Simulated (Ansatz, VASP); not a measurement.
Two plane-wave programs on LiMgBN2

INCAR

```
ALGO     = Normal         # electronic algorithm
EDIFF    = 1E-6           # SCF threshold, eV
ENCUT    = 520            # plane-wave cutoff, eV
GGA      = PE             # functional
ISIF     = 2              # what is computed and relaxed
ISMEAR   = 0              # smearing method
LASPH    = True           # aspherical terms in the spheres
LCHARG   = False          # write CHGCAR
LREAL    = False          # projectors in reciprocal space
LWAVE    = False          # write WAVECAR
NBANDS   = 17             # bands
NELM     = 100            # most SCF steps
PREC     = Accurate       # precision mode
SIGMA    = 0.05           # smearing width, eV
```

Contents of KPOINTS:

```
k-points
0
Gamma
  8 8 8
```

POSCAR

```
LiMgBN2
1.0
   -1.9860422400      1.9860422400      4.7990037600
    1.9860422400     -1.9860422400      4.7990037600
    1.9860422400      1.9860422400     -4.7990037600
Li Mg B N
1 1 1 2
Direct
    0.2500000000      0.7500000000      0.5000000000
    0.7500000000      0.2500000000      0.5000000000
    0.5000000000      0.5000000000      0.0000000000
    0.6512635000      0.6512635000      0.0000000000
    0.3487365000      0.3487365000      0.0000000000
```

Input for Ansatz:

```yaml
crystal:
  lattice:
    - [-1.98604224, 1.98604224, 4.79900376]
    - [1.98604224, -1.98604224, 4.79900376]
    - [1.98604224, 1.98604224, -4.79900376]
  atoms:
    - { symbol: Li, position: [0.25, 0.75, 0.5] }
    - { symbol: Mg, position: [0.75, 0.25, 0.5] }
    - { symbol: B, position: [0.5, 0.5, 0.0] }
    - { symbol: "N", position: [0.6512635, 0.6512635, 0.0] }
    - { symbol: "N", position: [0.3487365, 0.3487365, 0.0] }
basis:
  ecutwfc: 420
kpoints:
  mp_grid: { grid: [8, 8, 8] }
hamiltonian:
  xc: pbe
scf:
  occupations: { method: gaussian, width: 0.05 }
output:
  forces: true
  stress: true
  eigenvalues: true
```

Change from the starting cell: strain +0.040 along x and y, +0.080 along z, atoms carried along.

Alike in both runs: task single point; functional PBE; k mesh 8 × 8 × 8; occupations gaussian, width 0.05 eV; no spin polarisation.

```csv
,VASP,Ansatz
version,VASP 6.6.1,Ansatz 0.2.0
potentials or method,"VASP PAW PBE potentials, release 64 (Li_sv, Mg, B, N)","scalar-relativistic, plane waves, PAW"
plane-wave cutoff (eV),520,420
valence electrons in the cell,18,26
```

Ansatz gave:

```
gap on the k mesh at the Fermi level (eV) : 2.20
least direct gap on the mesh (eV)         : 3.27
rms of the force components (eV/Å)        : 1.186
```

Q: Estimate VASP's values.

A: gap on the k mesh at the Fermi level (eV): 2.19; least direct gap on the mesh (eV): 3.26; rms of the force components (eV/Å): 1.179.

Atom by atom the forces differ by 0.008 eV/Å (rms over components). The two sets of potentials don't hold the same shells in valence.

Caveats: forces of over 1 eV/Å show positions far from the minimum, so gaps and moduli don't describe the material at rest. A k mesh can miss the band edges.
